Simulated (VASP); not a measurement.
Given:

```xyz
2
Lattice="0.0000 2.1676 2.1676 2.1676 0.0000 2.1676 2.1676 2.1676 0.0000" Properties=species:S:1:pos:R:3 pbc="T T T"
Ti     0.0000     0.0000     0.0000
C      2.1676     2.1676     2.1676
```

Computed with optB88-vdW, VASP's PBE PAW potentials (set 64) (plane waves; VASP). Numerical set-up: 520 eV cut-off, 16×16×16 Γ-centred mesh, tetrahedra with Blöchl corrections, potentials Ti_sv C.

### Question
Estimate the energy per atom (σ→0), band gap (on the k-mesh) with the smallest direct gap where there is one.

### Answer

```json
{
 "band gap (on the k-mesh)": "none (metal, semimetal or under 0.01 eV)",
 "energy per atom (σ→0)": "-7.350 eV/atom"
}
```

The absolute energy has meaning only against runs of the same code, potentials and settings.

The compound is TiC in the rock salt structure. It was relaxed first.
